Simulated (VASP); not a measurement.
## Vibrations of TiTe2 at several levels of theory

Aim: the vibrations of TiTe2 at the zone centre, at several levels of theory. The starting structure is a measured crystal structure from the Crystallography Open Database.

Method: Kohn-Sham DFT with plane waves and PAW; LDA, PBEsol and PBE, in VASP 6.6.1.

### 1. Starting point

It takes space group P-3m1 (No. 164, trigonal). The conventional cell has a = 3.777 Å, b = 3.777 Å, c = 6.498 Å, α = 90.00°, β = 90.00°, γ = 120.00°. Nearest to Te lie 3 Ti at 2.77 Å. Ti has 6 Te at 2.77 Å nearest. Farther neighbours and most contacts between anions are not listed.

As a file:

```xyz
3
Lattice="3.7770 0.0000 0.0000 -1.8885 3.2710 0.0000 0.0000 0.0000 6.4980" Properties=species:S:1:pos:R:3 pbc="T T T"
Te    0.0000    2.1807    4.7903
Te    1.8885    1.0903    1.7077
Ti    0.0000    0.0000    0.0000
```

### 2. Modes with LDA

LDA, the lowest rung, knows the local density alone. The cell comes from a relaxation at this level, not shown (73.70 Å³).

The input, INCAR:

```
SYSTEM = TiTe2
PREC = Accurate
ENCUT = 450
EDIFF = 1E-08
NELM = 100
ISMEAR = 1
SIGMA = 0.15
LREAL = .FALSE.
ALGO = Normal
GGA = CA
NBANDS = 18
LORBIT = 11
LWAVE = .FALSE.
LCHARG = .FALSE.
KPAR = 2
IBRION = 8
ISIF = 2
```

The input, POSCAR:

```
TiTe2
1.0
    3.6675315772      0.0000000000      0.0000000000
   -1.8337657886      3.1761755151      0.0000000000
    0.0000000000      0.0000000000      6.3265477640
Te Ti
2 1
Direct
    0.3333333333      0.6666666667      0.7300513628
    0.6666666667      0.3333333333      0.2699486372
    0.0000000000      0.0000000000      0.0000000000
```

The input, KPOINTS:

```
Automatic mesh
0
Gamma
12 12 6
0 0 0
```

The projector-augmented-wave data sets are Te and Ti_sv (LDA family, release 64).

The run is started by

```
$ mpirun -np 2 vasp_std
```

What it wrote:

```text
[banner, memory and clock lines left out]
running    2 mpi-ranks, on    1 nodes
 distrk:  each k-point on    1 cores,    2 groups
 distr:  one band on    1 cores,    1 groups

 POSCAR found type information on POSCAR TeTi
 POSCAR found :  2 types and       3 ions
 LDA part: xc-table for (Slater(with rela. corr.)+CA(PZ))
 , standard interpolation
 POSCAR, INCAR and KPOINTS ok, starting setup
 FFT: planning ... GRIDC
 FFT: planning ... GRID_SOFT
 FFT: planning ... GRID
 WAVECAR not read
 entering main loop
       N       E                     dE             d eps       ncg     rms          rms(c)
DAV:   1     0.167094791429E+03    0.16709E+03   -0.10127E+04  3608   0.113E+03
DAV:   2    -0.536913200388E+01   -0.17246E+03   -0.16866E+03  3938   0.296E+02
DAV:   3    -0.197556263300E+02   -0.14386E+02   -0.14031E+02  5578   0.810E+01
DAV:   4    -0.202549175811E+02   -0.49929E+00   -0.49516E+00  4548   0.140E+01
DAV:   5    -0.202732628375E+02   -0.18345E-01   -0.18339E-01  5430   0.261E+00    0.126E+01
DAV:   6    -0.202359058709E+02    0.37357E-01   -0.32748E+01  4250   0.378E+01    0.123E+01
DAV:   7    -0.185482819345E+02    0.16876E+01   -0.23019E+01  4598   0.301E+01    0.508E+00
DAV:   8    -0.183477426574E+02    0.20054E+00   -0.12570E+00  4160   0.808E+00    0.162E+00
DAV:   9    -0.183536096976E+02   -0.58670E-02   -0.11501E-01  4894   0.210E+00    0.121E+00
DAV:  10    -0.183469005218E+02    0.67092E-02   -0.11537E-01  4400   0.260E+00    0.630E-01
DAV:  11    -0.183455679886E+02    0.13325E-02   -0.21471E-02  4300   0.108E+00    0.315E-01
DAV:  12    -0.183452644772E+02    0.30351E-03   -0.35304E-03  4352   0.418E-01    0.156E-01
DAV:  13    -0.183452252195E+02    0.39258E-04   -0.17704E-04  4416   0.107E-01    0.312E-02
DAV:  14    -0.183452252503E+02   -0.30805E-07   -0.73264E-06  4212   0.201E-02    0.199E-02
DAV:  15    -0.183452237135E+02    0.15367E-05   -0.53338E-06  4442   0.181E-02    0.570E-03
DAV:  16    -0.183452235779E+02    0.13567E-06   -0.82314E-07  5076   0.537E-03    0.214E-03
DAV:  17    -0.183452235732E+02    0.46225E-08   -0.17423E-08  2796   0.966E-04
   1 F= -.18345224E+02 E0= -.18345663E+02  d E =0.131727E-02
 Linear response reoptimize wavefunctions to high precision
DAV:   1    -0.183452235701E+02    0.31018E-08   -0.21289E-08  4062   0.924E-04
DAV:   2    -0.183452235702E+02   -0.76852E-10   -0.75923E-10  2182   0.231E-04
 Linear response DOF=           4
 Linear response progress:
  Degree of freedom:   1/  4
       N       E                     dE             d eps       ncg     rms          rms(c)
RMM:   1    -0.438298848224E-01   -0.43830E-01    0.28133E-03 37808   0.114E+00
RMM:   2    -0.417882222504E-01    0.20417E-02   -0.33083E-03 31360   0.345E-01    0.832E-02
RMM:   3    -0.419178786738E-01   -0.12966E-03   -0.91409E-04 36924   0.147E-01    0.432E-02
RMM:   4    -0.419798816176E-01   -0.62003E-04   -0.16327E-04 39146   0.554E-02    0.328E-02
RMM:   5    -0.420740377833E-01   -0.94156E-04   -0.33796E-05 34310   0.310E-02    0.298E-03
RMM:   6    -0.420663454250E-01    0.76924E-05   -0.73520E-06 39493   0.134E-02    0.190E-03
RMM:   7    -0.420661113300E-01    0.23409E-06   -0.17937E-06 38640   0.610E-03    0.128E-03
RMM:   8    -0.420663199006E-01   -0.20857E-06   -0.63494E-07 38404   0.306E-03    0.503E-04
RMM:   9    -0.420665505501E-01   -0.23065E-06   -0.82153E-07 41237   0.150E-03    0.212E-04
RMM:  10    -0.420663655915E-01    0.18496E-06    0.64239E-09 41999   0.748E-04    0.734E-05
RMM:  11    -0.420664261600E-01   -0.60569E-07   -0.25487E-07 40945   0.414E-04    0.270E-05
RMM:  12    -0.420664130945E-01    0.13066E-07    0.46616E-08 42031   0.254E-04    0.104E-05
RMM:  13    -0.420664367792E-01   -0.23685E-07   -0.68800E-08 41141   0.172E-04    0.305E-06
RMM:  14    -0.420664144010E-01    0.22378E-07   -0.13343E-10 42406   0.129E-04    0.127E-06
RMM:  15    -0.420664434489E-01   -0.29048E-07   -0.13363E-08 41845   0.108E-04    0.125E-06
RMM:  16    -0.420664366212E-01    0.68277E-08   -0.11115E-08 41082   0.971E-05    0.741E-07
 first order change of Fermi-energy   0.57888E-04
 force on displaced ion       1 direction 1 :  -3.855  -0.001  -0.000
 Linear response progress:
  Degree of freedom:   2/  4
       N       E                     dE             d eps       ncg     rms          rms(c)
RMM:   1    -0.677843431520E-01   -0.67784E-01    0.30365E-02  8593   0.135E+00
RMM:   2    -0.650278708434E-01    0.27565E-02   -0.41000E-03  7477   0.375E-01    0.157E-01
RMM:   3    -0.651849723875E-01   -0.15710E-03   -0.12805E-03  7175   0.242E-01    0.117E-01
RMM:   4    -0.651158503142E-01    0.69122E-04   -0.44569E-04  7125   0.156E-01    0.650E-02
RMM:   5    -0.651354352874E-01   -0.19585E-04   -0.13702E-04  8382   0.605E-02    0.461E-02
RMM:   6    -0.651756514782E-01   -0.40216E-04   -0.35308E-05  8239   0.332E-02    0.450E-03
RMM:   7    -0.651756459369E-01    0.55413E-08   -0.11573E-05  9059   0.148E-02    0.401E-03
RMM:   8    -0.651742597174E-01    0.13862E-05   -0.30691E-06  8999   0.633E-03    0.247E-03
RMM:   9    -0.651729946462E-01    0.12651E-05   -0.22618E-06  8166   0.358E-03    0.101E-03
RMM:  10    -0.651736269095E-01   -0.63226E-06   -0.20691E-06  8883   0.188E-03    0.314E-04
RMM:  11    -0.651735159886E-01    0.11092E-06   -0.84408E-08  8863   0.940E-04    0.828E-05
RMM:  12    -0.651735903806E-01   -0.74392E-07   -0.78862E-07  9315   0.497E-04    0.520E-05
RMM:  13    -0.651735158778E-01    0.74503E-07   -0.32949E-07  8944   0.276E-04    0.477E-05
RMM:  14    -0.651735574831E-01   -0.41605E-07   -0.41156E-07  9171   0.188E-04    0.215E-05
[...]
RMM:  26    -0.651735575086E-01   -0.46386E-08   -0.31186E-07  5675   0.870E-05    0.469E-07
RMM:  27    -0.651735575669E-01   -0.58376E-10   -0.13333E-07  5621   0.872E-05    0.372E-07
RMM:  28    -0.651735737220E-01   -0.16155E-07   -0.31210E-07  5591   0.873E-05    0.242E-07
RMM:  29    -0.651735131658E-01    0.60556E-07   -0.15962E-07  5527   0.874E-05    0.294E-07
RMM:  30    -0.651735205461E-01   -0.73803E-08   -0.24225E-07  5489   0.874E-05    0.226E-07
RMM:  31    -0.651735566120E-01   -0.36066E-07   -0.11946E-07  5418   0.875E-05    0.214E-07
RMM:  32    -0.651735316995E-01    0.24912E-07   -0.23165E-07  5421   0.875E-05    0.170E-07
RMM:  33    -0.651735255960E-01    0.61035E-08   -0.78449E-08  5389   0.875E-05    0.218E-07
 first order change of Fermi-energy  -0.28867E+00
 force on displaced ion       1 direction 3 :  -0.000   0.000  -8.402
 Linear response progress:
  Degree of freedom:   3/  4
       N       E                     dE             d eps       ncg     rms          rms(c)
RMM:   1    -0.724577348824E+00   -0.72458E+00    0.13724E+01  8761   0.128E+02
RMM:   2    -0.681028837543E+00    0.43549E-01   -0.44290E-01 14967   0.521E+00    0.190E-01
RMM:   3    -0.678009261428E+00    0.30196E-02   -0.24361E-02 17098   0.114E+00    0.914E-02
RMM:   4    -0.678408642101E+00   -0.39938E-03   -0.15427E-02 20353   0.493E-01    0.367E-02
RMM:   5    -0.679725719331E+00   -0.13171E-02   -0.82623E-04 20171   0.159E-01    0.150E-02
RMM:   6    -0.680171737487E+00   -0.44602E-03   -0.21651E-04 21175   0.679E-02    0.853E-03
RMM:   7    -0.680178614984E+00   -0.68775E-05   -0.40951E-05 20620   0.317E-02    0.265E-03
RMM:   8    -0.680138498626E+00    0.40116E-04   -0.20175E-05 22579   0.160E-02    0.112E-03
RMM:   9    -0.680151366412E+00   -0.12868E-04   -0.10109E-05 22682   0.807E-03    0.326E-04
RMM:  10    -0.680155758339E+00   -0.43919E-05   -0.64771E-06 22822   0.470E-03    0.205E-04
RMM:  11    -0.680163098257E+00   -0.73399E-05   -0.53543E-06 22091   0.318E-03    0.602E-05
RMM:  12    -0.680163812982E+00   -0.71473E-06   -0.38848E-06 23179   0.225E-03    0.491E-05
RMM:  13    -0.680162748322E+00    0.10647E-05   -0.35821E-06 23060   0.175E-03    0.279E-05
RMM:  14    -0.680162478879E+00    0.26944E-06   -0.30055E-06 22869   0.145E-03    0.588E-05
RMM:  15    -0.680162676296E+00   -0.19742E-06   -0.28348E-06 22781   0.124E-03    0.595E-05
RMM:  16    -0.680163060168E+00   -0.38387E-06   -0.23576E-06 20986   0.110E-03    0.456E-05
RMM:  17    -0.680163315063E+00   -0.25489E-06   -0.20776E-06 21850   0.986E-04    0.435E-05
RMM:  18    -0.680163341687E+00   -0.26625E-07   -0.18056E-06 23017   0.890E-04    0.478E-05
RMM:  19    -0.680163435848E+00   -0.94161E-07   -0.16027E-06 22340   0.810E-04    0.560E-05
RMM:  20    -0.680163571751E+00   -0.13590E-06   -0.14271E-06 19711   0.755E-04    0.498E-05
 first order change of Fermi-energy  -0.90484E-03
 force on displaced ion       3 direction 1 :  -5.271   0.000   0.000
 Linear response progress:
  Degree of freedom:   4/  4
       N       E                     dE             d eps       ncg     rms          rms(c)
RMM:   1    -0.720609571138E+00   -0.72061E+00    0.21939E+01  3616   0.132E+02
RMM:   2    -0.674092915618E+00    0.46517E-01   -0.42607E-01  5983   0.491E+00    0.210E-01
RMM:   3    -0.672260649724E+00    0.18323E-02   -0.29088E-02  6984   0.112E+00    0.103E-01
RMM:   4    -0.672796473617E+00   -0.53582E-03   -0.17400E-02  8044   0.478E-01    0.516E-02
RMM:   5    -0.673865817309E+00   -0.10693E-02   -0.75260E-04  7993   0.150E-01    0.237E-02
RMM:   6    -0.674320517142E+00   -0.45470E-03   -0.19778E-04  8023   0.695E-02    0.109E-02
RMM:   7    -0.674343714684E+00   -0.23198E-04   -0.61807E-05  8010   0.342E-02    0.348E-03
RMM:   8    -0.674264140816E+00    0.79574E-04   -0.27398E-05  8778   0.177E-02    0.166E-03
RMM:   9    -0.674279953424E+00   -0.15813E-04   -0.18322E-05  9092   0.885E-03    0.712E-04
RMM:  10    -0.674281711058E+00   -0.17576E-05   -0.10468E-05  9203   0.553E-03    0.340E-04
RMM:  11    -0.674288675994E+00   -0.69649E-05   -0.86699E-06  8536   0.412E-03    0.144E-04
RMM:  12    -0.674290716363E+00   -0.20404E-05   -0.73736E-06  8971   0.321E-03    0.110E-04
RMM:  13    -0.674288885603E+00    0.18308E-05   -0.48937E-06  8982   0.263E-03    0.852E-05
RMM:  14    -0.674289047275E+00   -0.16167E-06   -0.54924E-06  9479   0.224E-03    0.125E-04
[...]
RMM:  25    -0.674290060927E+00   -0.25956E-06    0.33690E-06  8324   0.877E-04    0.287E-04
RMM:  26    -0.674289956040E+00    0.10489E-06    0.27308E-06 10175   0.908E-04    0.422E-04
RMM:  27    -0.674289990658E+00   -0.34619E-07    0.24756E-06  8951   0.778E-04    0.431E-04
RMM:  28    -0.674289947070E+00    0.43588E-07    0.19815E-06  9607   0.757E-04    0.494E-04
RMM:  29    -0.674289977737E+00   -0.30667E-07    0.19233E-06  9276   0.705E-04    0.541E-04
RMM:  30    -0.674289979276E+00   -0.15384E-08    0.15890E-06  8863   0.663E-04    0.580E-04
RMM:  31    -0.674289993461E+00   -0.14186E-07    0.14247E-06  8893   0.623E-04    0.603E-04
RMM:  32    -0.674290003850E+00   -0.10389E-07    0.11406E-06  8024   0.593E-04    0.593E-04
 first order change of Fermi-energy   0.15786E-02
 force on displaced ion       3 direction 3 :  -0.000   0.000 -12.283
 Linear response finished
```

Wall time 22 min (2 MPI ranks of AMD EPYC 7R43, shared host); peak memory 1.9 GiB; 45 min of CPU time.

Lines that name or quote the potential files are left out of all logs, and their timing lines are given in words.

OUTCAR, selected parts (step 2):

```text
ion  position               nearest neighbor table
   1  0.333  0.667  0.730-   3 2.72   3 2.72   3 2.72   2 3.60   2 3.60   2 3.60
   2  0.667  0.333  0.270-   3 2.72   3 2.72   3 2.72   1 3.60   1 3.60   1 3.60
   3  0.000  0.000  0.000-   1 2.72   2 2.72   2 2.72   1 2.72   2 2.72   1 2.72

  LATTYP: Found a hexagonal cell.
 ALAT       =     3.6675315772
 C/A-ratio  =     1.7250152128

 Subroutine GETGRP returns: Found 12 space group operations
 (whereof 12 operations were pure point group operations)

The static configuration has the point symmetry D_3d.

 Found    100 irreducible k-points:

   k-points           NKPTS =    100   k-points in BZ     NKDIM =    100   number of bands    NBANDS=     18

   dimension x,y,z NGX =    28 NGY =   28 NGZ =   48
   dimension x,y,z NGXF=    56 NGYF=   56 NGZF=   96

   ENCUT  =  450.0 eV  33.07 Ry    5.75 a.u.   6.34  6.34 10.94*2*pi/ulx,y,z

   NELECT =      24.0000    total number of electrons

 k-points in reciprocal lattice and weights: Automatic mesh
   0.00000000  0.00000000  0.00000000       0.001
   0.08333333  0.00000000  0.00000000       0.007
   0.16666667  0.00000000  0.00000000       0.007
   0.25000000  0.00000000  0.00000000       0.007
   0.33333333  0.00000000  0.00000000       0.007
   0.41666667  0.00000000  0.00000000       0.007
   0.50000000  0.00000000  0.00000000       0.003
   0.08333333  0.08333333  0.00000000       0.007
   0.16666667  0.08333333  0.00000000       0.014
[...]
0.33333333  0.25000000  0.50000000       0.014
   0.33333333  0.33333333  0.50000000       0.002

 average (electrostatic) potential at core
       1 -87.2310       2 -87.2310       3 -73.4957

  Total       -0.0023943     -0.0023943     -0.0035410      0.0000000     -0.0000000      0.0000000
  in kB       -0.0520527     -0.0520527     -0.0769828      0.0000000     -0.0000000      0.0000000
  external PRESSURE =      -0.0603627 kB  Pullay stress =       0.0000000 kB

  energy-cutoff  :      450.00
  volume of cell :       73.70
      direct lattice vectors                 reciprocal lattice vectors
     3.667531577  0.000000000  0.000000000     0.272662956  0.157422031  0.000000000
    -1.833765789  3.176175515  0.000000000     0.000000000  0.314844062  0.000000000
     0.000000000  0.000000000  6.326547764     0.000000000  0.000000000  0.158064088

 POSITION                                       TOTAL-FORCE (eV/Angst)
 -----------------------------------------------------------------------------------
     -0.00000      2.11745      4.61870        -0.000000     -0.000000     -0.001965
      1.83377      1.05873      1.70784         0.000000      0.000000      0.001965
      0.00000      0.00000      0.00000        -0.000000      0.000000      0.000000
 -----------------------------------------------------------------------------------
    total drift:                               -0.000000     -0.000000      0.000000

 Eigenvectors and eigenvalues of the dynamical matrix
 ----------------------------------------------------

   1 f  =    8.629025 THz    54.217761 2PiTHz  287.833283 cm-1    35.686763 meV
             X         Y         Z           dx          dy          dz
     -0.000000  2.117450  4.618705    -0.000000   -0.000000   -0.281015
      1.833766  1.058725  1.707843    -0.000000   -0.000000   -0.281015
      0.000000  0.000000  0.000000     0.000000    0.000000    0.917639

   2 f  =    5.650262 THz    35.501642 2PiTHz  188.472449 cm-1    23.367595 meV
             X         Y         Z           dx          dy          dz
     -0.000000  2.117450  4.618705    -0.000002   -0.280462    0.000000
      1.833766  1.058725  1.707843    -0.000002   -0.280462    0.000000
      0.000000  0.000000  0.000000     0.000008    0.917977   -0.000000

   3 f  =    5.650262 THz    35.501642 2PiTHz  188.472449 cm-1    23.367595 meV
             X         Y         Z           dx          dy          dz
     -0.000000  2.117450  4.618705     0.280462   -0.000002   -0.000000
      1.833766  1.058725  1.707843     0.280462   -0.000002    0.000000
      0.000000  0.000000  0.000000    -0.917977    0.000008   -0.000000

   4 f  =    4.519345 THz    28.395883 2PiTHz  150.749126 cm-1    18.690501 meV
             X         Y         Z           dx          dy          dz
     -0.000000  2.117450  4.618705    -0.000000    0.000000   -0.707107
      1.833766  1.058725  1.707843    -0.000000   -0.000000    0.707107
      0.000000  0.000000  0.000000     0.000000    0.000000    0.000000

   5 f  =    3.121929 THz    19.615661 2PiTHz  104.136355 cm-1    12.911257 meV
             X         Y         Z           dx          dy          dz
     -0.000000  2.117450  4.618705     0.000000    0.707107    0.000000
      1.833766  1.058725  1.707843     0.000000   -0.707107    0.000000
      0.000000  0.000000  0.000000    -0.000000    0.000000   -0.000000

   6 f  =    3.121929 THz    19.615661 2PiTHz  104.136355 cm-1    12.911257 meV
             X         Y         Z           dx          dy          dz
     -0.000000  2.117450  4.618705     0.707107   -0.000000    0.000000
      1.833766  1.058725  1.707843    -0.707107    0.000000   -0.000000
      0.000000  0.000000  0.000000    -0.000000    0.000000    0.000000

   7 f/i=    0.000460 THz     0.002893 2PiTHz    0.015359 cm-1     0.001904 meV
             X         Y         Z           dx          dy          dz
     -0.000000  2.117450  4.618705     0.000000    0.000000   -0.648869
      1.833766  1.058725  1.707843     0.000000    0.000000   -0.648869
      0.000000  0.000000  0.000000     0.000000    0.000000   -0.397416

   8 f/i=    0.005115 THz     0.032135 2PiTHz    0.170602 cm-1     0.021152 meV
             X         Y         Z           dx          dy          dz
     -0.000000  2.117450  4.618705    -0.173083   -0.625606   -0.000000
      1.833766  1.058725  1.707843    -0.173083   -0.625606   -0.000000
      0.000000  0.000000  0.000000    -0.105762   -0.382273   -0.000000

   9 f/i=    0.005115 THz     0.032135 2PiTHz    0.170602 cm-1     0.021152 meV
             X         Y         Z           dx          dy          dz
     -0.000000  2.117450  4.618705     0.625606   -0.173083   -0.000000
      1.833766  1.058725  1.707843     0.625606   -0.173083   -0.000000
      0.000000  0.000000  0.000000     0.382273   -0.105762   -0.000000

 ELASTIC MODULI CONTR FROM IONIC RELAXATION (kBar)
 Direction    XX          YY          ZZ          XY          YZ          ZX
 --------------------------------------------------------------------------------
 XX        -219.4261   -137.7618   -345.8595      0.0000   -136.1951      0.0000
 YY        -137.7618   -219.4261   -345.8595      0.0000    136.1951      0.0000
 ZZ        -345.8595   -345.8595   -669.7807      0.0000     -0.0000      0.0000
 XY           0.0000      0.0000      0.0000    -40.8322     -0.0000   -112.5750
 YZ        -136.1951    136.1951     -0.0000     -0.0000   -454.2767     -0.0000
 ZX           0.0000      0.0000      0.0000   -112.5750     -0.0000   -310.3713
 --------------------------------------------------------------------------------
```

This run has no spin polarisation, although Ti can carry a moment. Energies printed during the response cycles are not total energies of the cell.

LDA: the zone-centre modes are A2u 287.8, Eu 188.5, A1g 150.7, Eg 104.1 cm⁻¹.

(Continued in part 2 of 2.)

[Lines on the potential files, build, host, timing and source positions are cut from VASP's logs without a mark.]

[Logs are printed without paths, hosts, clocks, repeated set-up lines and the standing remarks that a program may print on its own settings, such as how far it seeks lower states.]

[Hosts, paths, dates, database ids (printed as entryN), source tags and the programs' standing remarks are cut or masked in the printed files.]
